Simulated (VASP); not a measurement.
Crystal: CdS.

```xyz
2
Lattice="0.0000 2.9165 2.9165 2.9165 0.0000 2.9165 2.9165 2.9165 0.0000" Properties=species:S:1:pos:R:3 pbc="T T T"
Cd    0.0000    0.0000    0.0000
S     1.4583    1.4583    1.4583
```

| Property | Result |
| --- | --- |
| Program | VASP 6.6.1 |
| Task | relaxation of cell and atoms |
| Functional | PBE |
| Potentials or basis | VASP PAW PBE potentials, release 64 (Cd, S) |
| Cutoff | 520 eV |
| k mesh | 10 × 10 × 10 |
| Occupations | gaussian, width 0.02 eV |
| Spin | no spin polarisation |

At the start: pressure 3.2 GPa; volume 24.81 Å³/atom.

Q: Where does the relaxation end?

A: Over 3 steps the energy falls by 12.9 meV/atom and the volume is 26.16 Å³/atom (+5.4 %); space group F-43m (No. 216, to 0.05 Å).

The path:
```
step  energy change (eV)  largest force (eV/Å)  pressure (GPa)  volume (Å³)
   1              0.0000                0.0000            3.21        49.62
   2             -0.0230                0.0000           -0.93        53.27
   3             -0.0258                0.0000            0.01        52.31
```

Final structure:
```
CELL_PARAMETERS angstrom
0.00000 2.96842 2.96842
2.96842 0.00000 2.96842
2.96842 2.96842 0.00000
ATOMIC_POSITIONS crystal
Cd 0.00000 0.00000 0.00000
S 0.25000 0.25000 0.25000
```
